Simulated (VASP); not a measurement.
The system is GaAs.

```
Ga As
1.0
     0.00000    2.82685    2.82685
     2.82685    0.00000    2.82685
     2.82685    2.82685    0.00000
Ga As
1 1
Direct
  0.00000 0.00000 0.00000
  0.25000 0.25000 0.25000
```

| Property | Result |
| --- | --- |
| Program | VASP 6.6.1 |
| Task | relaxation of cell and atoms |
| Functional | PBE |
| Potentials or basis | VASP PAW PBE potentials, release 64 (Ga_d, As) |
| Cutoff | 600 eV |
| k mesh | 10 × 10 × 10 |
| Occupations | gaussian, width 0.03 eV |
| Spin | no spin polarisation |

At the start: pressure 3.4 GPa; volume 22.59 Å³/atom.

Problem. How do energy, volume and symmetry change on relaxing?

Solution. Over 3 steps the energy falls by 12.1 meV/atom and the volume is 23.77 Å³/atom (+5.2 %); space group F-43m (No. 216, to 0.05 Å).

Step by step:
| step | energy change (eV) | largest force (eV/Å) | pressure (GPa) | volume (Å³) |
| --- | --- | --- | --- | --- |
| 1 | 0.0000 | 0.0000 | 3.45 | 45.18 |
| 2 | -0.0210 | 0.0000 | -1.02 | 48.43 |
| 3 | -0.0241 | 0.0000 | -0.06 | 47.53 |

Final structure:
```cif
data_structure
_symmetry_space_group_name_H-M 'P 1'
_symmetry_Int_Tables_number 1
_cell_length_a 4.0660
_cell_length_b 4.0660
_cell_length_c 4.0660
_cell_angle_alpha 60.000
_cell_angle_beta 60.000
_cell_angle_gamma 60.000
_cell_volume 47.53
loop_
_atom_site_label
_atom_site_type_symbol
_atom_site_fract_x
_atom_site_fract_y
_atom_site_fract_z
_atom_site_occupancy
Ga1 Ga 0.00000 0.00000 0.00000 1
As1 As 0.25000 0.25000 0.25000 1
```
